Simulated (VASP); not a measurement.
```
CELL_PARAMETERS angstrom
      4.70697     0.00000     0.00000
      0.00000    10.65115     0.00000
      0.00000     0.00000     3.95493
ATOMIC_POSITIONS crystal
  In 0.37425 0.61934 0.50000
  In 0.62575 0.38066 0.50000
  In 0.87425 0.88066 0.00000
  In 0.12575 0.11934 0.00000
  S  0.53871 0.84502 0.50000
  S  0.46129 0.15498 0.50000
  S  0.03871 0.65498 0.00000
  S  0.96129 0.34502 0.00000
```

Computed with PBEsol GGA, VASP's PBE PAW potentials (set 64) (plane waves; VASP 6.6.1). Settings: 300 eV cut-off, 3×2×4 Γ-centred mesh, Gaussian smearing of 0.010 eV, potentials In_d S.

At this cut-off the stress carries a Pulay error, which pulls relaxed volumes low.

Problem. Predict the energy per atom (σ→0), pressure.

Solution. 
| Property | Result |
|---|---|
| energy per atom (σ→0) | -4.199 eV/atom |
| pressure | -1.67 GPa |

Total energies compare only between runs with the same potentials, cut-off and functional.

The structure comes from a computed database's InS entry (Pnnm); how it stands against other phases isn't given here. The cell was not relaxed at this level. The k-mesh is coarse (spacing up to 0.44 per Å, 2π included), so the numbers may not be converged in it.
